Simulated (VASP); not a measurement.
# Shielding tensors and field gradients of H4BrN, part 2 of 7

Aim: NMR shielding tensors and field gradients of H4BrN. The cell has space group P-43m. Left out of this account: 1 further run (NMR: a repeat of the first functional). The start is a cell from a database of measured crystal structures.

VASP 6.6.1, plane waves and PAW; the level of theory is named at each step.

So far. Step 2 (Ground state): The cell has a gap of 3.95 eV on this mesh. Spin-orbit coupling is left out, which can shift or reorder these edges. Forces of up to 0.94 eV/Å remain in these settings, with PBE data sets under LDA.

## Step 3: Shielding tensors

This step: chemical shifts by linear response (GIPAW), LDA; plane waves and PAW (Br, N, H) (VASP 6.6.1).

LCHIMAG computes the induced currents by linear response. It needs tightly converged orbitals and a cutoff well above the default; LEFG adds the field gradients at no cost.

The input, INCAR:

```
SYSTEM = H4BrN
PREC = Accurate
ENCUT = 560
EDIFF = 1E-09
NELM = 100
ISMEAR = 0
SIGMA = 0.01
LREAL = .FALSE.
ALGO = Normal
GGA = CA
NBANDS = 14
LWAVE = .FALSE.
LCHARG = .FALSE.
KPAR = 2
LCHIMAG = .TRUE.
LEFG = .TRUE.
DQ = 0.001
ICHIBARE = 1
LNMR_SYM_RED = .TRUE.
```

The input, POSCAR:

```
H4BrN
1.0
    4.0000000000      0.0000000000      0.0000000000
    0.0000000000      4.0000000000      0.0000000000
    0.0000000000      0.0000000000      4.0000000000
Br N H
1 1 4
Direct
    0.5000000000      0.5000000000      0.5000000000
    0.0000000000      0.0000000000      0.0000000000
    0.1480000000      0.1480000000      0.1480000000
    0.1480000000      0.8520000000      0.8520000000
    0.8520000000      0.8520000000      0.1480000000
    0.8520000000      0.1480000000      0.8520000000
```

The input, KPOINTS:

```
Automatic mesh
0
Gamma
6 6 6
0 0 0
```

The projector-augmented-wave data sets are Br, N and H (LDA family, release 64).

The run is started by

```console
$ mpirun -np 2 vasp_std
```

The program printed:

```text
[banner, memory and clock lines left out]
running    2 mpi-ranks, on    1 nodes
 distrk:  each k-point on    1 cores,    2 groups
 distr:  one band on    1 cores,    1 groups

 POSCAR found type information on POSCAR BrN H
 POSCAR found :  3 types and       6 ions
 LDA part: xc-table for (Slater(with rela. corr.)+CA(PZ))
 , standard interpolation
 POSCAR, INCAR and KPOINTS ok, starting setup
 FFT: planning ... GRIDC
 FFT: planning ... GRID_SOFT
 FFT: planning ... GRID
 WAVECAR not read
 entering main loop
       N       E                     dE             d eps       ncg     rms          rms(c)
DAV:   1     0.578835699542E+02    0.57884E+02   -0.70594E+03   560   0.105E+03
DAV:   2    -0.252097834215E+02   -0.83093E+02   -0.78125E+02   768   0.180E+02
DAV:   3    -0.307526465302E+02   -0.55429E+01   -0.55223E+01   728   0.501E+01
DAV:   4    -0.307936853703E+02   -0.41039E-01   -0.41031E-01   620   0.525E+00
DAV:   5    -0.307939856905E+02   -0.30032E-03   -0.30032E-03   692   0.430E-01    0.882E+00
DAV:   6    -0.287484070385E+02    0.20456E+01   -0.42991E+00   584   0.153E+01    0.406E+00
DAV:   7    -0.286208154155E+02    0.12759E+00   -0.29936E-01   668   0.393E+00    0.256E+00
DAV:   8    -0.285814772659E+02    0.39338E-01   -0.63930E-02   656   0.183E+00    0.319E-01
DAV:   9    -0.285798533510E+02    0.16239E-02   -0.50949E-03   728   0.604E-01    0.126E-01
DAV:  10    -0.285800154219E+02   -0.16207E-03   -0.74336E-04   578   0.210E-01    0.600E-02
DAV:  11    -0.285800015668E+02    0.13855E-04   -0.24261E-05   674   0.378E-02    0.315E-02
DAV:  12    -0.285800070333E+02   -0.54665E-05   -0.27548E-05   608   0.340E-02    0.817E-03
DAV:  13    -0.285800064621E+02    0.57119E-06   -0.24805E-06   662   0.112E-02    0.212E-03
DAV:  14    -0.285800065080E+02   -0.45914E-07   -0.20478E-07   644   0.337E-03    0.936E-04
DAV:  15    -0.285800064918E+02    0.16257E-07   -0.43345E-08   716   0.160E-03    0.281E-04
DAV:  16    -0.285800064920E+02   -0.26057E-09   -0.42633E-09   578   0.484E-04
ion   1
     0.0000000    -0.0000000    -0.0000000    -0.0000000     0.0000000    -0.0000000
     0.0000501    -0.0000000    -0.0000000    -0.0000000     0.0000000    -0.0000000
     0.0000689    -0.0000000    -0.0000000    -0.0000000     0.0000000    -0.0000000
     0.0000949    -0.0000000    -0.0000000    -0.0000000     0.0000000    -0.0000000
     0.0001307    -0.0000000    -0.0000000    -0.0000000     0.0000000    -0.0000000

     0.0000000    -0.0000000    -0.0000000    -0.0000000    -0.0000000    -0.0000000
     0.0000501    -0.0000000    -0.0000000    -0.0000000    -0.0000000    -0.0000000
     0.0000689    -0.0000000    -0.0000000    -0.0000000    -0.0000000    -0.0000000
     0.0000949    -0.0000000    -0.0000000    -0.0000000    -0.0000000    -0.0000000
     0.0001307    -0.0000000    -0.0000000    -0.0000000    -0.0000000    -0.0000000

ion   2
     0.0000000    -0.0000000    -0.0000000     0.0000000     0.0000000     0.0000000
     0.0000281    -0.0000000    -0.0000000     0.0000000     0.0000000     0.0000000
     0.0000381    -0.0000000    -0.0000000     0.0000000     0.0000000     0.0000000
     0.0000517    -0.0000000    -0.0000000     0.0000000     0.0000000     0.0000000
     0.0000701    -0.0000000    -0.0000000     0.0000000     0.0000000     0.0000000

     0.0000000    -0.0000000    -0.0000000     0.0000000     0.0000000     0.0000000
     0.0000281    -0.0000000    -0.0000000     0.0000000     0.0000000     0.0000000
     0.0000381    -0.0000000    -0.0000000     0.0000000     0.0000000     0.0000000
     0.0000517    -0.0000000    -0.0000000     0.0000000     0.0000000     0.0000000
     0.0000701    -0.0000000    -0.0000000     0.0000000     0.0000000     0.0000000

ion   3
     0.0000000     5.3745693     5.3745693    -0.0000000     5.3745693    -0.0000000
     0.0000116     5.3745693     5.3745693    -0.0000000     5.3745693    -0.0000000
     0.0000158     5.3745693     5.3745693    -0.0000000     5.3745693    -0.0000000
     0.0000215     5.3745693     5.3745693    -0.0000000     5.3745693    -0.0000000
     0.0000293     5.3745693     5.3745693    -0.0000000     5.3745693    -0.0000000

     0.0000000     5.6151607     5.6151607    -0.0000000     5.6151607    -0.0000000
     0.0000116     5.6151607     5.6151607    -0.0000000     5.6151607    -0.0000000
     0.0000158     5.6151607     5.6151607    -0.0000000     5.6151607    -0.0000000
     0.0000215     5.6151607     5.6151607    -0.0000000     5.6151607    -0.0000000
     0.0000293     5.6151607     5.6151607    -0.0000000     5.6151607    -0.0000000

ion   4
     0.0000000    -5.3745693     5.3745693     0.0000000    -5.3745693     0.0000000
     0.0000116    -5.3745693     5.3745693     0.0000000    -5.3745693     0.0000000
     0.0000158    -5.3745693     5.3745693     0.0000000    -5.3745693     0.0000000
     0.0000215    -5.3745693     5.3745693     0.0000000    -5.3745693     0.0000000
     0.0000293    -5.3745693     5.3745693     0.0000000    -5.3745693     0.0000000

     0.0000000    -5.6151607     5.6151607     0.0000000    -5.6151607     0.0000000
     0.0000116    -5.6151607     5.6151607     0.0000000    -5.6151607     0.0000000
     0.0000158    -5.6151607     5.6151607     0.0000000    -5.6151607     0.0000000
     0.0000215    -5.6151607     5.6151607     0.0000000    -5.6151607     0.0000000
     0.0000293    -5.6151607     5.6151607     0.0000000    -5.6151607     0.0000000

ion   5
     0.0000000     5.3745693    -5.3745693     0.0000000    -5.3745693     0.0000000
     0.0000116     5.3745693    -5.3745693     0.0000000    -5.3745693     0.0000000
     0.0000158     5.3745693    -5.3745693     0.0000000    -5.3745693     0.0000000
     0.0000215     5.3745693    -5.3745693     0.0000000    -5.3745693     0.0000000
     0.0000293     5.3745693    -5.3745693     0.0000000    -5.3745693     0.0000000

     0.0000000     5.6151607    -5.6151607     0.0000000    -5.6151607     0.0000000
     0.0000116     5.6151607    -5.6151607     0.0000000    -5.6151607     0.0000000
     0.0000158     5.6151607    -5.6151607     0.0000000    -5.6151607     0.0000000
     0.0000215     5.6151607    -5.6151607     0.0000000    -5.6151607     0.0000000
     0.0000293     5.6151607    -5.6151607     0.0000000    -5.6151607     0.0000000

ion   6
     0.0000000    -5.3745693    -5.3745693     0.0000000     5.3745693    -0.0000000
     0.0000116    -5.3745693    -5.3745693     0.0000000     5.3745693    -0.0000000
     0.0000158    -5.3745693    -5.3745693     0.0000000     5.3745693    -0.0000000
     0.0000215    -5.3745693    -5.3745693     0.0000000     5.3745693    -0.0000000
[...]
RLQ:   7    -0.270935084829E+00   -0.48378E-08   -0.10436E-08   769   0.186E-04
RLQ:   8    -0.270935085349E+00   -0.51919E-09   -0.80973E-10   674   0.755E-05
BDIR= 3  IDIR= 1  IQ= -1
DAV:   1    -0.238455541527E+03   -0.23846E+03   -0.11510E-02   602   0.686E-01
DAV:   2    -0.238455606241E+03   -0.64713E-04   -0.64713E-04   668   0.174E-01
DAV:   3    -0.238455606423E+03   -0.18251E-06   -0.18252E-06   680   0.116E-02
DAV:   4    -0.238455606425E+03   -0.14542E-08   -0.14914E-08   686   0.980E-04
DAV:   5    -0.238455606425E+03   -0.30582E-10   -0.17294E-10   516   0.103E-04
       N       E                     dE             d eps       ncg     rms
RMM:   1    -0.589939246853E+02   -0.58994E+02   -0.92732E+01  1066   0.466E+01
RMM:   2    -0.601694162865E+02   -0.11755E+01   -0.24260E+00  1158   0.751E+00
RMM:   3    -0.602420748327E+02   -0.72659E-01   -0.75510E-02  1152   0.999E-01
RMM:   4    -0.602443565458E+02   -0.22817E-02   -0.44658E-03  1165   0.198E-01
RMM:   5    -0.602445437528E+02   -0.18721E-03   -0.22752E-04  1153   0.394E-02
RMM:   6    -0.602445545892E+02   -0.10836E-04   -0.24542E-05  1161   0.102E-02
RMM:   7    -0.602445559281E+02   -0.13389E-05   -0.14567E-06  1071   0.243E-03
RMM:   8    -0.602445560004E+02   -0.72264E-07   -0.16711E-07   891   0.689E-04
RMM:   9    -0.602445560107E+02   -0.10281E-07   -0.99334E-09   791   0.199E-04
RMM:  10    -0.602445560112E+02   -0.55640E-09   -0.14684E-09   710   0.816E-05
BDIR= 3  IDIR= 1  IQ=  0
DAV:   1    -0.238470269356E+03   -0.23847E+03   -0.19596E-10   298   0.109E-04
DAV:   2    -0.238470269356E+03    0.13870E-10   -0.17267E-11   292   0.323E-05
       N       E                     dE             d eps       ncg     rms
RMM:   1    -0.589947342767E+02   -0.58995E+02   -0.92734E+01  1067   0.466E+01
RMM:   2    -0.601679355482E+02   -0.11732E+01   -0.24166E+00  1158   0.751E+00
RMM:   3    -0.602398861537E+02   -0.71951E-01   -0.74208E-02  1150   0.997E-01
RMM:   4    -0.602421170557E+02   -0.22309E-02   -0.43868E-03  1156   0.197E-01
RMM:   5    -0.602422993827E+02   -0.18233E-03   -0.22014E-04  1142   0.390E-02
RMM:   6    -0.602423097787E+02   -0.10396E-04   -0.23597E-05  1148   0.101E-02
RMM:   7    -0.602423110573E+02   -0.12786E-05   -0.13840E-06  1057   0.239E-03
RMM:   8    -0.602423111254E+02   -0.68138E-07   -0.15761E-07   871   0.675E-04
RMM:   9    -0.602423111351E+02   -0.96326E-08   -0.92868E-09   768   0.194E-04
RMM:  10    -0.602423111356E+02   -0.51592E-09   -0.13535E-09   672   0.801E-05
BDIR= 3  IDIR= 1  IQ=  1
DAV:   1    -0.238484478108E+03   -0.23848E+03   -0.11511E-02   602   0.686E-01
DAV:   2    -0.238484542952E+03   -0.64844E-04   -0.64844E-04   674   0.174E-01
DAV:   3    -0.238484543137E+03   -0.18492E-06   -0.18497E-06   680   0.116E-02
DAV:   4    -0.238484543139E+03   -0.15816E-08   -0.15169E-08   680   0.989E-04
DAV:   5    -0.238484543139E+03    0.37545E-10   -0.16869E-10   516   0.104E-04
       N       E                     dE             d eps       ncg     rms
RMM:   1    -0.589947888704E+02   -0.58995E+02   -0.92735E+01  1067   0.466E+01
RMM:   2    -0.601656682301E+02   -0.11709E+01   -0.24071E+00  1158   0.750E+00
RMM:   3    -0.602369213684E+02   -0.71253E-01   -0.72932E-02  1150   0.996E-01
RMM:   4    -0.602391028679E+02   -0.21815E-02   -0.43098E-03  1166   0.196E-01
RMM:   5    -0.602392804830E+02   -0.17762E-03   -0.21304E-04  1153   0.387E-02
RMM:   6    -0.602392904583E+02   -0.99753E-05   -0.22694E-05  1161   0.995E-03
RMM:   7    -0.602392916795E+02   -0.12212E-05   -0.13151E-06  1071   0.235E-03
RMM:   8    -0.602392917438E+02   -0.64258E-07   -0.14867E-07   891   0.662E-04
RMM:   9    -0.602392917528E+02   -0.90265E-08   -0.86842E-09   790   0.190E-04
RMM:  10    -0.602392917533E+02   -0.47893E-09   -0.12502E-09   703   0.787E-05
BDIR= 3  IDIR= 2  IQ= -1
DAV:   1    -0.238454196054E+03   -0.23845E+03   -0.11020E-02   632   0.690E-01
DAV:   2    -0.238454268323E+03   -0.72269E-04   -0.72269E-04   668   0.178E-01
DAV:   3    -0.238454268518E+03   -0.19545E-06   -0.19545E-06   704   0.119E-02
DAV:   4    -0.238454268520E+03   -0.15270E-08   -0.15002E-08   680   0.980E-04
DAV:   5    -0.238454268520E+03    0.41325E-10   -0.16143E-10   514   0.999E-05
       N       E                     dE             d eps       ncg     rms
RMM:   1    -0.550235080008E+02   -0.55024E+02   -0.80474E+01  1031   0.457E+01
RMM:   2    -0.560365380327E+02   -0.10130E+01   -0.19398E+00  1151   0.721E+00
RMM:   3    -0.560859966101E+02   -0.49459E-01   -0.44016E-02  1150   0.933E-01
RMM:   4    -0.560877283077E+02   -0.17317E-02   -0.34371E-03  1176   0.181E-01
RMM:   5    -0.560878766772E+02   -0.14837E-03   -0.19464E-04  1174   0.356E-02
RMM:   6    -0.560878860265E+02   -0.93494E-05   -0.20336E-05  1179   0.897E-03
RMM:   7    -0.560878871457E+02   -0.11191E-05   -0.13313E-06  1071   0.215E-03
RMM:   8    -0.560878872100E+02   -0.64381E-07   -0.14798E-07   909   0.613E-04
RMM:   9    -0.560878872190E+02   -0.89221E-08   -0.91292E-09   814   0.182E-04
RMM:  10    -0.560878872194E+02   -0.45815E-09   -0.12391E-09   737   0.770E-05
BDIR= 3  IDIR= 2  IQ=  0
DAV:   1    -0.238470269356E+03   -0.23847E+03   -0.19619E-10   298   0.109E-04
DAV:   2    -0.238470269356E+03    0.98055E-11   -0.18887E-11   292   0.323E-05
       N       E                     dE             d eps       ncg     rms
RMM:   1    -0.550452257587E+02   -0.55045E+02   -0.80604E+01  1032   0.457E+01
RMM:   2    -0.560612306043E+02   -0.10160E+01   -0.19416E+00  1145   0.721E+00
RMM:   3    -0.561105779704E+02   -0.49347E-01   -0.43715E-02  1140   0.932E-01
RMM:   4    -0.561122871476E+02   -0.17092E-02   -0.34001E-03  1152   0.180E-01
RMM:   5    -0.561124328895E+02   -0.14574E-03   -0.19009E-04  1143   0.354E-02
RMM:   6    -0.561124419558E+02   -0.90663E-05   -0.19722E-05  1141   0.888E-03
RMM:   7    -0.561124430370E+02   -0.10812E-05   -0.12797E-06  1033   0.212E-03
RMM:   8    -0.561124430985E+02   -0.61498E-07   -0.14148E-07   856   0.600E-04
RMM:   9    -0.561124431070E+02   -0.84865E-08   -0.86590E-09   746   0.178E-04
RMM:  10    -0.561124431075E+02   -0.43140E-09   -0.11652E-09   666   0.755E-05
BDIR= 3  IDIR= 2  IQ=  1
DAV:   1    -0.238486126152E+03   -0.23849E+03   -0.11018E-02   632   0.690E-01
DAV:   2    -0.238486198582E+03   -0.72430E-04   -0.72430E-04   662   0.179E-01
DAV:   3    -0.238486198781E+03   -0.19911E-06   -0.19912E-06   704   0.119E-02
DAV:   4    -0.238486198782E+03   -0.15774E-08   -0.15627E-08   680   0.994E-04
DAV:   5    -0.238486198782E+03    0.22510E-10   -0.16734E-10   520   0.102E-04
       N       E                     dE             d eps       ncg     rms
RMM:   1    -0.550663905450E+02   -0.55066E+02   -0.80733E+01  1032   0.457E+01
RMM:   2    -0.560853466782E+02   -0.10190E+01   -0.19432E+00  1151   0.722E+00
RMM:   3    -0.561345814512E+02   -0.49235E-01   -0.43415E-02  1148   0.931E-01
RMM:   4    -0.561362683091E+02   -0.16869E-02   -0.33637E-03  1177   0.180E-01
RMM:   5    -0.561364115137E+02   -0.14320E-03   -0.18581E-04  1174   0.352E-02
RMM:   6    -0.561364203235E+02   -0.88098E-05   -0.19231E-05  1179   0.884E-03
RMM:   7    -0.561364213698E+02   -0.10463E-05   -0.12333E-06  1072   0.211E-03
RMM:   8    -0.561364214287E+02   -0.58918E-07   -0.13571E-07   909   0.597E-04
RMM:   9    -0.561364214368E+02   -0.80874E-08   -0.82300E-09   812   0.176E-04
RMM:  10    -0.561364214372E+02   -0.40679E-09   -0.10917E-09   738   0.751E-05
       N       E                     dE             d eps       ncg     rms
RLQ:   1    -0.259730615661E+00   -0.25973E+00   -0.38255E-01  1010   0.254E+00
RLQ:   2    -0.263242934477E+00   -0.35123E-02   -0.47235E-03  1120   0.289E-01
RLQ:   3    -0.263391826795E+00   -0.14889E-03   -0.27391E-04  1093   0.416E-02
RLQ:   4    -0.263397803243E+00   -0.59764E-05   -0.76117E-06  1051   0.830E-03
RLQ:   5    -0.263398136115E+00   -0.33287E-06   -0.62727E-07   922   0.172E-03
RLQ:   6    -0.263398164025E+00   -0.27911E-07   -0.44612E-08   818   0.451E-04
RLQ:   7    -0.263398166471E+00   -0.24457E-08   -0.48562E-09   701   0.132E-04
RLQ:   8    -0.263398166700E+00   -0.22874E-09   -0.36898E-10   615   0.604E-05
```

Elapsed: 98 s, on 2 MPI ranks of Intel Xeon Platinum 8488C (Sapphire Rapids), shared host; peak memory 0.49 GiB; 3.2 min of CPU time.

[end of part 2 of 7]

[Lines on the potential files, build, host, timing and source positions are cut from VASP's logs without a mark.]

[Logs are printed without paths, hosts, clocks, repeated set-up lines and the standing remarks that a program may print on its own settings, such as how far it seeks lower states.]

[Hosts, paths, dates, database ids (printed as entryN), source tags and the programs' standing remarks are cut or masked in the printed files.]
